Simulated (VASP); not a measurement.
Output of a VASP run:

File OSZICAR:
```
...
DAV:   6    -0.357404653024E+01   -0.93323E-03   -0.17069E-03   860   0.359E-01    0.127E-01
DAV:   7    -0.357416883970E+01   -0.12231E-03   -0.39243E-04  1124   0.116E-01    0.361E-02
DAV:   8    -0.357415886206E+01    0.99776E-05   -0.13041E-05   952   0.409E-02    0.189E-02
DAV:   9    -0.357415847744E+01    0.38462E-06   -0.10696E-05  1128   0.205E-02    0.136E-02
DAV:  10    -0.357415885024E+01   -0.37281E-06   -0.17026E-07   512   0.511E-03
   3 F= 0.73953573E+01 E0= 0.73953573E+01  d E =-.207335E+00
       N       E                     dE             d eps       ncg     rms          rms(c)
DAV:   1    -0.351345932092E+01    0.60699E-01   -0.71025E-02   832   0.296E+00    0.317E-01
DAV:   2    -0.351144023272E+01    0.20191E-02   -0.50595E-03   844   0.768E-01    0.196E-01
DAV:   3    -0.351076502255E+01    0.67521E-03   -0.24995E-03  1164   0.466E-01    0.139E-01
DAV:   4    -0.351080259465E+01   -0.37572E-04   -0.76556E-05   880   0.101E-01    0.528E-02
DAV:   5    -0.351081448769E+01   -0.11893E-04   -0.54639E-05  1144   0.467E-02    0.841E-03
DAV:   6    -0.351081576974E+01   -0.12820E-05   -0.50304E-07   608   0.621E-03    0.540E-03
DAV:   7    -0.351081712922E+01   -0.13595E-05   -0.26145E-07   452   0.539E-03    0.563E-04
DAV:   8    -0.351081706850E+01    0.60722E-07   -0.50010E-08   408   0.233E-03
   4 F= 0.73943544E+01 E0= 0.73943544E+01  d E =-.208338E+00
       N       E                     dE             d eps       ncg     rms          rms(c)
DAV:   1    -0.348891681189E+01    0.21900E-01   -0.85036E-03   832   0.103E+00    0.109E-01
DAV:   2    -0.348867311845E+01    0.24369E-03   -0.60574E-04   848   0.265E-01    0.688E-02
DAV:   3    -0.348859115517E+01    0.81963E-04   -0.29714E-04  1172   0.161E-01    0.487E-02
DAV:   4    -0.348859747572E+01   -0.63206E-05   -0.90879E-06   872   0.347E-02    0.185E-02
DAV:   5    -0.348860012310E+01   -0.26474E-05   -0.69027E-06  1096   0.167E-02    0.290E-03
DAV:   6    -0.348860040819E+01   -0.28509E-06   -0.64014E-08   432   0.219E-03
   5 F= 0.73943469E+01 E0= 0.73943469E+01  d E =-.208346E+00
       N       E                     dE             d eps       ncg     rms          rms(c)
DAV:   1    -0.351647921332E+01   -0.27879E-01   -0.12923E-02   840   0.127E+00    0.134E-01
DAV:   2    -0.351611682585E+01    0.36239E-03   -0.93083E-04   852   0.328E-01    0.853E-02
DAV:   3    -0.351599389106E+01    0.12293E-03   -0.44739E-04  1188   0.197E-01    0.607E-02
DAV:   4    -0.351599622800E+01   -0.23369E-05   -0.11880E-05   872   0.412E-02    0.234E-02
DAV:   5    -0.351599483666E+01    0.13913E-05   -0.11084E-05  1104   0.211E-02    0.350E-03
DAV:   6    -0.351599467801E+01    0.15865E-06   -0.93153E-08   448   0.266E-03
   6 F= 0.73943811E+01 E0= 0.73943811E+01  d E =0.342232E-04
       N       E                     dE             d eps       ncg     rms          rms(c)
DAV:   1    -0.349909817600E+01    0.16897E-01   -0.50458E-03   836   0.791E-01    0.842E-02
DAV:   2    -0.349895287052E+01    0.14531E-03   -0.36246E-04   844   0.205E-01    0.529E-02
DAV:   3    -0.349890388320E+01    0.48987E-04   -0.17604E-04  1156   0.124E-01    0.375E-02
DAV:   4    -0.349890809627E+01   -0.42131E-05   -0.53533E-06   872   0.266E-02    0.143E-02
DAV:   5    -0.349891001317E+01   -0.19169E-05   -0.40559E-06  1024   0.128E-02    0.219E-03
DAV:   6    -0.349891023080E+01   -0.21763E-06   -0.97768E-08   400   0.188E-03
   7 F= 0.73943286E+01 E0= 0.73943286E+01  d E =-.182553E-04
```

**OUTCAR**
```
------------------------ aborting loop because EDIFF is reached ----------------------------------------
  FORCE on cell =-STRESS in cart. coord.  units (eV):
  Direction    XX          YY          ZZ          XY          YZ          ZX
  --------------------------------------------------------------------------------------
  Total       10.8933210     10.8933210     10.8933210     -0.0000000      0.0000000      0.0000000
  in kB      450.0033933    450.0033933    450.0033933     -0.0000000      0.0000000      0.0000000
  external PRESSURE =       0.0033933 kB  Pullay stress =     450.0000000 kB
  volume of cell :       38.78
      direct lattice vectors                 reciprocal lattice vectors
     0.000000000  2.686633134  2.686633134    -0.186106541  0.186106541  0.186106541
     2.686633134 -0.000000000  2.686633134     0.186106541 -0.186106541  0.186106541
     2.686633134  2.686633134  0.000000000     0.186106541  0.186106541 -0.186106541
  FREE ENERGIE OF THE ION-ELECTRON SYSTEM (eV)
  ---------------------------------------------------
  free  energy   TOTEN  =        -3.4989102308 eV

  energy  without entropy=       -3.4989102308  energy(sigma->0) =       -3.49891023
  enthalpy is  TOTEN    =         7.3943286258 eV   P V=       10.8932388566

 reached required accuracy - stopping structural energy minimisation
```
(Selected blocks of OUTCAR.)

### POSCAR
```
KBr
1
    0.0000000000     2.7789627092     2.7789627092
    2.7789627092     0.0000000000     2.7789627092
    2.7789627092     2.7789627092     0.0000000000
K Br
1 1
Direct
  0.0000000000   0.0000000000   0.0000000000
  0.5000000000   0.5000000000   0.5000000000
```

Question: Reconstruct the remaining input files.

Answer: This is not unique; one that fits is the input of the run itself, PBE GGA, plane waves, VASP's PBE PAW potentials (set 64).

KPOINTS:
```
Automatic mesh
0
Gamma
8 8 8
0 0 0
```

### INCAR
```
SYSTEM = KBr
PREC = Accurate
ENCUT = 500
EDIFF = 1E-6
NELM = 100
ALGO = Normal
LREAL = .FALSE.
LASPH = .TRUE.
ISMEAR = 0
SIGMA = 0.05
GGA = PE
LMAXMIX = 4
LWAVE = .FALSE.
LCHARG = .FALSE.
IBRION = 2
ISIF = 3
NSW = 40
EDIFFG = -0.02
PSTRESS = 450
```

POTCAR, in this order: K_sv Br (PBE.64 set). Program: vasp_std.

Energy and stress use the plane-wave basis of the starting cell.

The compound is KBr in the rock salt structure. This run relaxes it under an external pressure of 45 GPa. Symmetry was kept, so distortions that lower it aren't found.
